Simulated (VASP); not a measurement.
An input for Quantum ESPRESSO's pw.x (written as the equivalent of a VASP run, and not itself run):

```
&CONTROL
  calculation = 'vc-relax'
  pseudo_dir = './pseudo'
  outdir = './out'
  tprnfor = .true.
  tstress = .true.
  nstep = 60
  forc_conv_thr = 0.00078
/
&SYSTEM
  ibrav = 0
  nat = 6
  ntyp = 2
  ecutwfc = 86
  occupations = 'smearing'
  smearing = 'gaussian'
  degauss = 0.003675
  input_dft = 'pz'
/
&ELECTRONS
  conv_thr = 7.3e-08
  electron_maxstep = 100
/
&IONS
/
&CELL
/
ATOMIC_SPECIES
  W 183.840 W.upf
  Se 78.971 Se.upf
CELL_PARAMETERS angstrom
     1.6269669   -2.8179891   -0.0000000
     1.6269669    2.8179891    0.0000000
     0.0000000    0.0000000   12.9302461
ATOMIC_POSITIONS crystal
  W    0.3333330  0.6666670  0.2500000
  W    0.6666670  0.3333330  0.7500000
  Se   0.3333330  0.6666670  0.8791395
  Se   0.6666670  0.3333330  0.3791395
  Se   0.6666670  0.3333330  0.1208605
  Se   0.3333330  0.6666670  0.6208605
K_POINTS automatic
  7 7 2 0 0 0
```

### Question
Write the VASP files for the same calculation (LDA).

### Answer
This is not unique; one that fits is 
**POSCAR**
```
WSe2
1
    1.6269669366    -2.8179890797    -0.0000000000
    1.6269669366     2.8179890797     0.0000000000
    0.0000000000     0.0000000000    12.9302460855
W Se
2 4
Direct
  0.3333330000   0.6666670000   0.2500000000
  0.6666670000   0.3333330000   0.7500000000
  0.3333330000   0.6666670000   0.8791394661
  0.6666670000   0.3333330000   0.3791394661
  0.6666670000   0.3333330000   0.1208605339
  0.3333330000   0.6666670000   0.6208605339
```

INCAR:
```
SYSTEM=WSe2
PREC=Accurate; ENCUT=400; LREAL=.False.
LASPH=.True.
EDIFF=1E-6; NELM=100; ALGO=Normal
LMAXMIX=6
ISMEAR=0; SIGMA=0.05
IBRION=2; NSW=60; ISIF=3
EDIFFG=-0.02
LWAVE=.False.; LCHARG=.False.
```

File KPOINTS:
```
Automatic
0
gamma
  7 7 2
0 0 0
```

POTCAR, in this order: W_sv Se (LDA.64 set). Program: vasp_std.

Limits of the translation: the potentials are each code's own (VASP's PAW set, PseudoDojo norm-conserving files in pw.x), so ENCUT and ecutwfc are chosen apart and not converted; conv_thr bounds pw.x's estimated SCF error, while EDIFF bounds the energy change between steps; forc_conv_thr acts on force components and is met together with etot_conv_thr.

The compound is WSe2 in the 2H layered structure. This run relaxes it. Symmetry was kept, so distortions that lower it aren't found. The start is the result of an earlier pass.
